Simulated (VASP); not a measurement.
# SnSe2: the band gap up a ladder of functionals, part 2 of 3

Wanted: bands and gap of SnSe2 from one functional after another. LASPH is on for some levels and off for others; the table marks which. The start is a cell from a database of measured crystal structures.

VASP 6.6.1, plane waves and PAW; the level of theory is named at each step.

So far, least gap on mesh and path (eV): step 2 (bands, level LDA, k 4×4×3) 0.576; step 4 (bands, level PBE, k 4×4×3) 0.713; step 5 (bands, level r2SCAN, k 4×4×3) 1.02; step 6 (bands, level TB-mBJ, k 4×4×3) 1.37; step 7 (bands, level TPSS, k 4×4×3) 0.765.

### Step 8. Starting orbitals for the hybrid with PBE, k 4×4×3

This step: PBE; plane waves and PAW (Sn_d, Se) (VASP 6.6.1).

A hybrid converges badly from random orbitals, so a cheap semilocal run writes a WAVECAR on the same mesh first.

The input, INCAR:

```
SYSTEM = SnSe2
PREC = Accurate
ENCUT = 400
EDIFF = 1E-05
NELM = 100
ISMEAR = 0
SIGMA = 0.02
LREAL = .FALSE.
ALGO = Normal
GGA = PE
NBANDS = 19
LORBIT = 11
LWAVE = .TRUE.
LCHARG = .FALSE.
KPAR = 4
```

The input, POSCAR:

```
SnSe2
1.0
    3.8110000000      0.0000000000      0.0000000000
   -1.9055000000      3.3004228138      0.0000000000
    0.0000000000      0.0000000000      6.1360000000
Sn Se
1 2
Direct
    0.0000000000      0.0000000000      0.0000000000
    0.3333333333      0.6666666667      0.2490000000
    0.6666666667      0.3333333333      0.7510000000
```

The input, KPOINTS:

```
Automatic mesh
0
Gamma
4 4 3
0 0 0
```

PAW data sets: Sn_d and Se (PBE family, release 64).

Launch:

```
$ mpirun -np 4 vasp_std
```

Run time: 2.8 s. Hardware: 4 MPI ranks of Intel Xeon 6975P-C (Granite Rapids), shared host; peak memory 0.65 GiB; 8.7 s of CPU time.

The gap is read on the k-mesh alone, so it is an upper bound where the band edges lie off the mesh, and a coarse mesh can show a gap where there is none.

A gap read on the k-mesh alone can miss the band edges.

This step gave:

* SCF cycles: 12
* bands: 19
* free energy (TOTEN): -11.63 eV
* Fermi energy: 4.297 eV
* pressure: 6.012 GPa
* valence top at k: 0, 0, 0
* gap on the k-mesh: 0.7557 eV
* least direct gap on the k-mesh: 1.082 eV

Force by atom:

```
atom  x (eV/Å)  y (eV/Å)  z (eV/Å)   size
 Sn1     0.000     0.000     0.000  0.000
 Se2     0.000     0.000     0.717  0.717
 Se3     0.000     0.000    -0.717  0.717
```

### Step 9. Bands with HSE06, k 4×4×3

This step: HSE06; plane waves and PAW (Sn_d, Se) (VASP 6.6.1).

HSE06 mixes in a quarter of exact exchange at short range, at far higher cost; in semiconductors this cures much of the gap error, while metals seldom gain.

The input, INCAR:

```
SYSTEM = SnSe2
PREC = Accurate
ENCUT = 400
EDIFF = 1E-06
NELM = 100
ISMEAR = 0
SIGMA = 0.02
LREAL = .FALSE.
ALGO = Normal
LHFCALC = .TRUE.
AEXX = 0.25
GGA = PE
HFSCREEN = 0.2
LASPH = .TRUE.
NBANDS = 19
PRECFOCK = Fast
LORBIT = 11
LWAVE = .FALSE.
LCHARG = .FALSE.
KPAR = 4
```

POSCAR is that of step 8.

KPOINTS is that of step 8.

The input, KPOINTS_OPT:

```
Line mode
6
Line-mode
Reciprocal
  0.00000000   0.00000000   0.00000000 GAMMA
  0.50000000   0.00000000   0.00000000 M

  0.50000000   0.00000000   0.00000000 M
  0.33333333   0.33333333   0.00000000 K

  0.33333333   0.33333333   0.00000000 K
  0.00000000   0.00000000   0.00000000 GAMMA

  0.00000000   0.00000000   0.00000000 GAMMA
  0.00000000   0.00000000   0.50000000 A

  0.00000000   0.00000000   0.50000000 A
  0.50000000   0.00000000   0.50000000 L

  0.50000000   0.00000000   0.50000000 L
  0.33333333   0.33333333   0.50000000 H

  0.33333333   0.33333333   0.50000000 H
  0.00000000   0.00000000   0.50000000 A

  0.50000000   0.00000000   0.50000000 L
  0.50000000   0.00000000   0.00000000 M

  0.33333333   0.33333333   0.00000000 K
  0.33333333   0.33333333   0.50000000 H
```

The WAVECAR or CHGCAR of an earlier step is read.

Launch:

```
$ mpirun -np 4 vasp_std
```

The job ended after 3.5 min (4 MPI ranks; peak memory 1.2 GiB; 14 min of CPU time).

The k-mesh is coarse for exact exchange; levels may shift by about 0.1 eV on a finer one.

The electronic bands at the labelled points (eV, zero at the valence-band top; v1 is the highest filled band, c1 the lowest empty one):

```
          point     v4     v3     v2     v1    c1    c2    c3    c4
              Γ  -0.79  -0.42  -0.42  -0.05  1.89  3.79  5.59  5.59
0.60 of the way  -2.94  -2.45  -0.46  -0.20  2.45  4.93  6.51  6.81
              M  -3.20  -2.94  -1.26  -0.34  1.81  4.67  6.29  6.48
0.40 of the way  -3.44  -3.15  -1.29  -1.10  2.21  5.79  6.03  7.28
              K  -4.04  -3.67  -1.67  -1.67  2.17  7.76  7.76  8.41
0.40 of the way  -3.92  -2.00  -1.68  -0.42  2.80  6.29  6.69  6.99
              Γ  -0.79  -0.42  -0.42  -0.05  1.89  3.79  5.59  5.59
0.40 of the way  -0.83  -0.83  -0.36  -0.36  2.51  3.80  5.48  5.48
              A  -0.89  -0.89  -0.26  -0.26  3.28  3.77  5.29  5.29
0.40 of the way  -1.84  -1.75  -1.53  -0.36  2.81  5.28  6.36  6.72
              L  -2.76  -2.18  -0.92  -0.75  1.55  5.13  5.76  6.69
0.60 of the way  -4.15  -3.28  -0.62  -0.44  2.85  5.66  6.07  6.98
              H  -4.61  -4.06  -0.43  -0.43  3.42  5.67  5.67  7.29
0.40 of the way  -3.46  -2.48  -0.89  -0.82  3.05  5.58  6.89  6.91
              A  -0.89  -0.89  -0.26  -0.26  3.28  3.77  5.29  5.29
      jump to L  -2.76  -2.18  -0.92  -0.75  1.55  5.13  5.76  6.69
0.40 of the way  -2.83  -2.62  -0.85  -0.61  1.46  4.95  6.40  6.91
              M  -3.20  -2.94  -1.26  -0.34  1.81  4.67  6.29  6.48
      jump to K  -4.04  -3.67  -1.67  -1.67  2.17  7.76  7.76  8.41
0.60 of the way  -4.45  -3.93  -0.85  -0.85  2.93  6.30  6.30  7.70
              H  -4.61  -4.06  -0.43  -0.43  3.42  5.67  5.67  7.29
```

Of the projections kept (Sn, Se), the largest for each band there, as a share of the weight inside these atoms' spheres; weight between the spheres isn't counted:

```
point       v4       v3       v2       v1       c1       c2       c3       c4
    Γ  Se 0.77  Se 0.91  Se 0.91  Se 0.89  Se 0.53  Sn 0.59  Sn 0.69  Sn 0.69
    M  Se 0.77  Se 0.68  Se 0.89  Se 0.92  Se 0.52  Sn 0.57  Se 0.66  Sn 0.58
    K  Se 0.68  Se 0.63  Se 0.92  Se 0.92  Se 0.55  Se 0.59  Se 0.59  Se 0.76
    Γ  Se 0.77  Se 0.91  Se 0.91  Se 0.89  Se 0.53  Sn 0.59  Sn 0.69  Sn 0.69
    A  Se 0.79  Se 0.79  Se 0.90  Se 0.90  Se 0.55  Sn 0.64  Sn 0.72  Sn 0.72
    L  Se 0.66  Se 0.74  Se 0.90  Se 0.92  Se 0.52  Se 0.68  Sn 0.64  Se 0.51
```

The gap is 1.46 eV, indirect. Against LDA that is +0.89 eV; this run took 12 times the core time, on fewer points of the path.

### Step 10. Bands with r2SCAN0, k 4×4×3

This step: r2SCAN0; plane waves and PAW (Sn_d, Se) (VASP 6.6.1).

r2SCAN0 replaces a quarter of the r2SCAN exchange by unscreened exact exchange.

Changes to INCAR since step 9:

```diff
@@ -11,4 +11,3 @@
 AEXX = 0.25
-GGA = PE
-HFSCREEN = 0.2
+METAGGA = R2SCAN
 LASPH = .TRUE.
@@ -16,2 +15,3 @@
 PRECFOCK = Fast
+HFRCUT = -1
 LORBIT = 11
```

POSCAR is that of step 9.

KPOINTS is that of step 9.

KPOINTS_OPT is that of step 9.

Launch:

```
$ mpirun -np 4 vasp_std
```

Elapsed: 4 min, on 4 MPI ranks; peak memory 0.9 GiB.

The k-mesh is coarse for unscreened exact exchange, which converges slowly with it.

The electronic bands at the labelled points (eV, zero at the valence-band top; v1 is the highest filled band, c1 the lowest empty one):

```
          point     v4     v3     v2     v1    c1    c2    c3    c4
              Γ  -0.85  -0.47  -0.47  -0.04  2.80  4.79  6.55  6.55
0.60 of the way  -3.03  -2.54  -0.46  -0.24  3.32  5.93  7.49  7.81
              M  -3.29  -3.05  -1.28  -0.37  2.66  5.67  7.27  7.45
0.40 of the way  -3.50  -3.24  -1.33  -1.11  3.02  6.78  6.99  8.29
              K  -4.16  -3.77  -1.73  -1.73  3.00  8.82  8.82  9.42
0.40 of the way  -4.03  -2.03  -1.70  -0.44  3.66  7.26  7.72  8.00
              Γ  -0.85  -0.47  -0.47  -0.04  2.80  4.79  6.55  6.55
0.40 of the way  -0.89  -0.89  -0.41  -0.41  3.42  4.81  6.43  6.43
              A  -0.95  -0.95  -0.30  -0.30  4.22  4.79  6.23  6.23
0.40 of the way  -1.89  -1.82  -1.55  -0.39  3.69  6.28  7.32  7.73
              L  -2.86  -2.22  -0.93  -0.80  2.40  6.10  6.73  7.72
0.60 of the way  -4.25  -3.36  -0.63  -0.46  3.71  6.63  7.06  7.98
              H  -4.74  -4.19  -0.45  -0.45  4.31  6.66  6.66  8.29
0.40 of the way  -3.53  -2.54  -0.90  -0.84  3.90  6.54  7.89  7.95
              A  -0.95  -0.95  -0.30  -0.30  4.22  4.79  6.23  6.23
      jump to L  -2.86  -2.22  -0.93  -0.80  2.40  6.10  6.73  7.72
0.40 of the way  -2.93  -2.68  -0.86  -0.65  2.31  5.94  7.38  7.94
              M  -3.29  -3.05  -1.28  -0.37  2.66  5.67  7.27  7.45
      jump to K  -4.16  -3.77  -1.73  -1.73  3.00  8.82  8.82  9.42
0.60 of the way  -4.57  -4.05  -0.89  -0.89  3.80  7.31  7.31  8.72
              H  -4.74  -4.19  -0.45  -0.45  4.31  6.66  6.66  8.29
```

Of the projections kept (Sn, Se), the largest for each band there, as a share of the weight inside these atoms' spheres; weight between the spheres isn't counted:

```
point       v4       v3       v2       v1       c1       c2       c3       c4
    Γ  Se 0.77  Se 0.91  Se 0.91  Se 0.89  Se 0.52  Sn 0.60  Sn 0.70  Sn 0.70
    M  Se 0.77  Se 0.67  Se 0.89  Se 0.91  Se 0.51  Sn 0.57  Se 0.65  Sn 0.59
    K  Se 0.69  Se 0.63  Se 0.92  Se 0.92  Se 0.54  Se 0.58  Se 0.58  Se 0.76
    Γ  Se 0.77  Se 0.91  Se 0.91  Se 0.89  Se 0.52  Sn 0.60  Sn 0.70  Sn 0.70
    A  Se 0.79  Se 0.79  Se 0.90  Se 0.90  Se 0.55  Sn 0.64  Sn 0.72  Sn 0.72
    L  Se 0.66  Se 0.75  Se 0.90  Se 0.92  Se 0.51  Se 0.67  Sn 0.64  Se 0.51
```

The gap is 2.31 eV, indirect. Against LDA that is +1.73 eV; this run took 14 times the core time, on fewer points of the path.

### Step 11. Bands with HSE03, k 4×4×3

This step: HSE03; plane waves and PAW (Sn_d, Se) (VASP 6.6.1).

HSE03, as typed here, screens exact exchange more strongly than HSE06 (HFSCREEN 0.3 against 0.2).

Changes to INCAR since step 10:

```diff
@@ -11,3 +11,4 @@
 AEXX = 0.25
-METAGGA = R2SCAN
+GGA = PE
+HFSCREEN = 0.3
 LASPH = .TRUE.
@@ -15,3 +16,2 @@
 PRECFOCK = Fast
-HFRCUT = -1
 LORBIT = 11
```

POSCAR is that of step 10.

KPOINTS is that of step 10.

KPOINTS_OPT is that of step 10.

Launch:

```
$ mpirun -np 4 vasp_std
```

The job ended after 3.6 min (4 MPI ranks; peak memory 1.2 GiB; 14 min of CPU time).

Electronic bands along the path, in eV, zero at the valence-band top; v1 is the highest filled band, c1 the lowest empty one:

```
          point     v4     v3     v2     v1    c1    c2    c3    c4
              Γ  -0.78  -0.43  -0.43  -0.05  1.70  3.58  5.36  5.36
0.60 of the way  -2.90  -2.42  -0.45  -0.20  2.24  4.71  6.27  6.58
              M  -3.15  -2.91  -1.25  -0.34  1.62  4.46  6.07  6.24
0.40 of the way  -3.40  -3.11  -1.28  -1.09  2.01  5.57  5.81  7.04
              K  -3.99  -3.62  -1.65  -1.65  1.97  7.51  7.51  8.15
0.40 of the way  -3.86  -1.98  -1.67  -0.42  2.59  6.05  6.46  6.75
              Γ  -0.78  -0.43  -0.43  -0.05  1.70  3.58  5.36  5.36
0.40 of the way  -0.82  -0.82  -0.37  -0.37  2.32  3.59  5.25  5.25
              A  -0.87  -0.87  -0.27  -0.27  3.07  3.56  5.06  5.06
0.40 of the way  -1.81  -1.73  -1.51  -0.36  2.60  5.06  6.12  6.48
              L  -2.73  -2.16  -0.92  -0.75  1.36  4.92  5.53  6.47
0.60 of the way  -4.10  -3.24  -0.62  -0.44  2.63  5.44  5.83  6.73
              H  -4.54  -4.01  -0.43  -0.43  3.19  5.45  5.45  7.04
0.40 of the way  -3.42  -2.45  -0.89  -0.81  2.83  5.35  6.65  6.68
              A  -0.87  -0.87  -0.27  -0.27  3.07  3.56  5.06  5.06
      jump to L  -2.73  -2.16  -0.92  -0.75  1.36  4.92  5.53  6.47
0.40 of the way  -2.80  -2.59  -0.83  -0.60  1.27  4.74  6.17  6.68
              M  -3.15  -2.91  -1.25  -0.34  1.62  4.46  6.07  6.24
      jump to K  -3.99  -3.62  -1.65  -1.65  1.97  7.51  7.51  8.15
0.60 of the way  -4.38  -3.88  -0.85  -0.85  2.71  6.07  6.07  7.45
              H  -4.54  -4.01  -0.43  -0.43  3.19  5.45  5.45  7.04
```

Of the projections kept (Sn, Se), the largest for each band there, as a share of the weight inside these atoms' spheres; weight between the spheres isn't counted:

```
point       v4       v3       v2       v1       c1       c2       c3       c4
    Γ  Se 0.77  Se 0.91  Se 0.91  Se 0.89  Se 0.53  Sn 0.59  Sn 0.69  Sn 0.69
    M  Se 0.77  Se 0.68  Se 0.88  Se 0.92  Se 0.53  Sn 0.57  Se 0.66  Sn 0.58
    K  Se 0.68  Se 0.63  Se 0.93  Se 0.93  Se 0.55  Se 0.59  Se 0.59  Sn 0.50
    Γ  Se 0.77  Se 0.91  Se 0.91  Se 0.89  Se 0.53  Sn 0.59  Sn 0.69  Sn 0.69
    A  Se 0.79  Se 0.79  Se 0.90  Se 0.90  Se 0.55  Sn 0.64  Sn 0.72  Sn 0.72
    L  Se 0.66  Se 0.74  Se 0.90  Se 0.92  Se 0.53  Se 0.68  Sn 0.64  Se 0.51
```

The gap is 1.27 eV, indirect. Against LDA that is +0.69 eV; this run took 12 times the core time, on fewer points of the path.

### Step 12. Dielectric constant for the exchange share

This step: PBE; plane waves and PAW (Sn_d, Se) (VASP 6.6.1).

The share of exact exchange of the next level is the inverse of the dielectric constant, which this PBE response run supplies.

The input, INCAR:

```
SYSTEM = SnSe2
PREC = Accurate
ENCUT = 400
EDIFF = 1E-08
NELM = 100
ISMEAR = 0
SIGMA = 0.01
LREAL = .FALSE.
ALGO = Normal
GGA = PE
NBANDS = 19
LORBIT = 11
LWAVE = .FALSE.
LCHARG = .FALSE.
KPAR = 4
LEPSILON = .TRUE.
```

POSCAR is that of step 11.

The input, KPOINTS:

```
Automatic mesh
0
Gamma
7 7 4
0 0 0
```

Launch:

```
$ mpirun -np 4 vasp_std
```

It took 60 s on 4 MPI ranks; peak memory 1.2 GiB.

Energies printed during the response cycles are not total energies of the cell. The dielectric response converges more slowly with the mesh than energies do, so tensor and charges may still move on a finer one. At this level the cell is under a pressure of 5.6 GPa, so at these settings it is away from equilibrium.

Numbers from this step:

| Quantity | Value |
| --- | --- |
| irreducible k-points | 28 |
| Fermi energy | 4.232 eV |
| pressure | 5.609 GPa |
| valence top at k | 0, 0, 0 |
| conduction bottom at k | 0, 0.4286, 0.25 |
| gap on the k-mesh | 0.8021 eV |
| least direct gap on the k-mesh | 1.089 eV |

Electronic dielectric tensor with local fields:

```
11.95  0.00  0.00
 0.00 11.95  0.00
 0.00  0.00  9.36
```

Born effective charge (e), principal values of the symmetric part by kind of site:

```
atom  atoms with these values    low  middle   high   mean
 Sn1                        1   1.85    5.16   5.16   4.05
 Se2                        2  -2.58   -2.58  -0.92  -2.03
```

In full for Sn1:

```
5.16 0.00 0.00
0.00 5.16 0.00
0.00 0.00 1.85
```

Force by atom:

```
atom  x (eV/Å)  y (eV/Å)  z (eV/Å)   size
 Sn1     0.000     0.000     0.000  0.000
 Se2     0.000     0.000     0.805  0.805
 Se3     0.000     0.000    -0.805  0.805
```

The Born charges sum to zero; the printed set may have that rule imposed, so this is no test.

### Step 13. Bands with PBE-EpsX, k 4×4×3

This step: PBE-EpsX, exact-exchange share 1/11.088; plane waves and PAW (Sn_d, Se) (VASP 6.6.1).

Here the share of exact exchange is set to the inverse of the computed dielectric constant, since screening weakens exchange.

The input, INCAR:

```
SYSTEM = SnSe2
PREC = Accurate
ENCUT = 400
EDIFF = 1E-06
NELM = 100
ISMEAR = 0
SIGMA = 0.02
LREAL = .FALSE.
ALGO = Normal
LHFCALC = .TRUE.
AEXX = 0.09
GGA = PE
LASPH = .TRUE.
NBANDS = 19
PRECFOCK = Fast
HFRCUT = -1
LORBIT = 11
LWAVE = .FALSE.
LCHARG = .FALSE.
KPAR = 4
```

POSCAR is that of step 12.

The input, KPOINTS:

```
Automatic mesh
0
Gamma
4 4 3
0 0 0
```

KPOINTS_OPT is that of step 11.

Launch:

```
$ mpirun -np 4 vasp_std
```

The job ended after 3.4 min (4 MPI ranks; peak memory 0.87 GiB; 13 min of CPU time).

The share of exact exchange rests on that dielectric constant; a constant that is too large makes it too small.

The electronic bands at the labelled points (eV, zero at the valence-band top; v1 is the highest filled band, c1 the lowest empty one):

```
          point     v4     v3     v2     v1    c1    c2    c3    c4
              Γ  -0.78  -0.45  -0.45  -0.04  1.56  3.45  5.19  5.19
0.60 of the way  -2.84  -2.37  -0.45  -0.23  2.16  4.54  6.07  6.43
              M  -3.07  -2.83  -1.26  -0.35  1.58  4.31  5.96  6.05
0.40 of the way  -3.30  -3.02  -1.28  -1.08  1.94  5.38  5.67  6.86
              K  -3.89  -3.52  -1.63  -1.63  1.89  7.27  7.27  7.87
0.40 of the way  -3.75  -1.93  -1.66  -0.42  2.49  5.86  6.24  6.53
              Γ  -0.78  -0.45  -0.45  -0.04  1.56  3.45  5.19  5.19
0.40 of the way  -0.82  -0.82  -0.39  -0.39  2.21  3.46  5.08  5.08
              A  -0.88  -0.88  -0.29  -0.29  2.95  3.43  4.90  4.90
0.40 of the way  -1.77  -1.70  -1.49  -0.38  2.50  4.88  5.92  6.29
              L  -2.66  -2.10  -0.90  -0.76  1.30  4.78  5.37  6.35
0.60 of the way  -3.99  -3.16  -0.61  -0.43  2.53  5.27  5.65  6.51
              H  -4.42  -3.91  -0.43  -0.43  3.07  5.27  5.27  6.83
0.40 of the way  -3.33  -2.39  -0.89  -0.80  2.73  5.17  6.44  6.46
              A  -0.88  -0.88  -0.29  -0.29  2.95  3.43  4.90  4.90
      jump to L  -2.66  -2.10  -0.90  -0.76  1.30  4.78  5.37  6.35
0.40 of the way  -2.73  -2.52  -0.81  -0.62  1.21  4.60  6.00  6.53
              M  -3.07  -2.83  -1.26  -0.35  1.58  4.31  5.96  6.05
      jump to K  -3.89  -3.52  -1.63  -1.63  1.89  7.27  7.27  7.87
0.60 of the way  -4.27  -3.78  -0.84  -0.84  2.61  5.89  5.89  7.22
              H  -4.42  -3.91  -0.43  -0.43  3.07  5.27  5.27  6.83
```

Of the projections kept (Sn, Se), the largest for each band there, as a share of the weight inside these atoms' spheres; weight between the spheres isn't counted:

```
point       v4       v3       v2       v1       c1       c2       c3       c4
    Γ  Se 0.77  Se 0.91  Se 0.91  Se 0.89  Se 0.54  Sn 0.59  Sn 0.69  Sn 0.69
    M  Se 0.77  Se 0.67  Se 0.88  Se 0.92  Se 0.55  Sn 0.57  Se 0.66  Sn 0.58
    K  Se 0.68  Se 0.63  Se 0.92  Se 0.92  Se 0.57  Se 0.60  Se 0.60  Sn 0.50
    Γ  Se 0.77  Se 0.91  Se 0.91  Se 0.89  Se 0.54  Sn 0.59  Sn 0.69  Sn 0.69
    A  Se 0.79  Se 0.79  Se 0.91  Se 0.91  Se 0.57  Sn 0.64  Sn 0.72  Sn 0.72
    L  Se 0.66  Se 0.74  Se 0.89  Se 0.92  Se 0.55  Se 0.68  Sn 0.64  Se 0.51
```

The gap is 1.20 eV, indirect. Against LDA that is +0.63 eV; this run took 12 times the core time, on fewer points of the path.

### Step 14. Bands with PBE0, k 4×4×3

This step: PBE0; plane waves and PAW (Sn_d, Se) (VASP 6.6.1).

PBE0 keeps a quarter of exact exchange at all ranges; it tends to overshoot small gaps. A prediction first. If the gap is linear in the share of exact exchange, PBE (0.71 eV at 0) and PBE-EpsX (1.20 eV at 0.090) give a slope of 5.44 eV per unit share, so a share of 0.250 should give 2.07 eV.

Changes to INCAR since step 13:

```diff
@@ -10,3 +10,3 @@
 LHFCALC = .TRUE.
-AEXX = 0.09
+AEXX = 0.25
 GGA = PE
```

POSCAR is that of step 13.

KPOINTS is that of step 13.

KPOINTS_OPT is that of step 13.

Launch:

```
$ mpirun -np 4 vasp_std
```

Elapsed: 3.6 min, on 4 MPI ranks; peak memory 0.87 GiB; 14 min of CPU time.

Electronic bands along the path, in eV, zero at the valence-band top; v1 is the highest filled band, c1 the lowest empty one:

```
          point     v4     v3     v2     v1    c1    c2    c3    c4
              Γ  -0.84  -0.47  -0.47  -0.05  2.53  4.47  6.28  6.28
0.60 of the way  -3.01  -2.51  -0.47  -0.24  3.12  5.60  7.20  7.49
              M  -3.27  -3.00  -1.29  -0.36  2.48  5.35  6.97  7.16
0.40 of the way  -3.46  -3.21  -1.33  -1.10  2.85  6.45  6.70  7.97
              K  -4.13  -3.73  -1.73  -1.73  2.82  8.47  8.47  9.10
0.40 of the way  -3.99  -2.02  -1.70  -0.44  3.47  6.96  7.36  7.67
              Γ  -0.84  -0.47  -0.47  -0.05  2.53  4.47  6.28  6.28
0.40 of the way  -0.88  -0.88  -0.40  -0.40  3.17  4.48  6.17  6.17
              A  -0.94  -0.94  -0.30  -0.30  3.98  4.46  5.97  5.97
0.40 of the way  -1.89  -1.80  -1.54  -0.39  3.48  5.96  7.04  7.40
              L  -2.82  -2.21  -0.94  -0.79  2.21  5.80  6.43  7.37
0.60 of the way  -4.21  -3.34  -0.63  -0.45  3.51  6.31  6.74  7.65
              H  -4.70  -4.14  -0.45  -0.45  4.11  6.33  6.33  7.98
0.40 of the way  -3.50  -2.52  -0.90  -0.84  3.71  6.23  7.57  7.59
              A  -0.94  -0.94  -0.30  -0.30  3.98  4.46  5.97  5.97
      jump to L  -2.82  -2.21  -0.94  -0.79  2.21  5.80  6.43  7.37
0.40 of the way  -2.89  -2.67  -0.86  -0.64  2.12  5.63  7.08  7.59
              M  -3.27  -3.00  -1.29  -0.36  2.48  5.35  6.97  7.16
      jump to K  -4.13  -3.73  -1.73  -1.73  2.82  8.47  8.47  9.10
0.60 of the way  -4.53  -4.01  -0.89  -0.89  3.61  6.97  6.97  8.40
              H  -4.70  -4.14  -0.45  -0.45  4.11  6.33  6.33  7.98
```

Of the projections kept (Sn, Se), the largest for each band there, as a share of the weight inside these atoms' spheres; weight between the spheres isn't counted:

```
point       v4       v3       v2       v1       c1       c2       c3       c4
    Γ  Se 0.77  Se 0.91  Se 0.91  Se 0.89  Se 0.52  Sn 0.59  Sn 0.69  Sn 0.69
    M  Se 0.77  Se 0.68  Se 0.89  Se 0.91  Se 0.51  Sn 0.57  Se 0.66  Sn 0.58
    K  Se 0.69  Se 0.63  Se 0.92  Se 0.92  Se 0.54  Se 0.59  Se 0.59  Se 0.76
    Γ  Se 0.77  Se 0.91  Se 0.91  Se 0.89  Se 0.52  Sn 0.59  Sn 0.69  Sn 0.69
    A  Se 0.78  Se 0.78  Se 0.90  Se 0.90  Se 0.55  Sn 0.64  Sn 0.72  Sn 0.72
    L  Se 0.66  Se 0.75  Se 0.90  Se 0.92  Se 0.51  Se 0.68  Sn 0.64  Se 0.51
```

The gap is 2.12 eV, indirect. Against LDA that is +1.54 eV; this run took 12 times the core time, on fewer points of the path. The straight line predicted 2.07 eV, which is -0.04 eV off.

(Part 2 of 3 ends here.)

[Lines on the potential files, build, host, timing and source positions are cut from VASP's logs without a mark.]

[Logs are printed without paths, hosts, clocks, repeated set-up lines and the standing remarks that a program may print on its own settings, such as how far it seeks lower states.]

[Hosts, paths, dates, database ids (printed as entryN), source tags and the programs' standing remarks are cut or masked in the printed files.]

[A measured line is paired with the nearest computed mode of its activity, which favours agreement.]

[In band tables of VASP the shares of atoms and orbitals are scaled to a sum of 1 inside the atoms' spheres.]
